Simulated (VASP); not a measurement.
Given:

```xyz
2
Lattice="0.0000 2.2448 2.2448 2.2448 0.0000 2.2448 2.2448 2.2448 0.0000" Properties=species:S:1:pos:R:3 pbc="T T T"
B      0.0000     0.0000     0.0000
P      1.1224     1.1224     1.1224
```

The numbers are results of LDA (Ceperley-Alder, Perdew-Zunger), VASP's LDA PAW potentials (set 64) (plane waves; VASP 6.6.1), not measurements. Settings: 520 eV cut-off, Gaussian smearing of 0.050 eV, potentials B P.

Question: Give the energies of bands 2 to 7 at the high-symmetry points, in eV from the valence-band maximum.

Answer: 
```
band     Γ      X      U      L      W
----  ----  -----  -----  -----  -----
2     0.00  -8.65  -8.21  -9.24  -8.06
3     0.00  -4.22  -6.45  -1.79  -5.88
4     0.00  -4.22  -3.59  -1.79  -5.68
5     3.43   1.24   2.06   3.98   5.25
6     3.43   1.53   6.00   4.70   6.74
7     3.43  12.30   9.87   4.70   7.37
```

The gap is indirect, 1.15 eV, from the valence maximum at Γ to the conduction minimum at Γ-X at 0.86.

The compound is BP in the zinc blende structure. It was relaxed first.
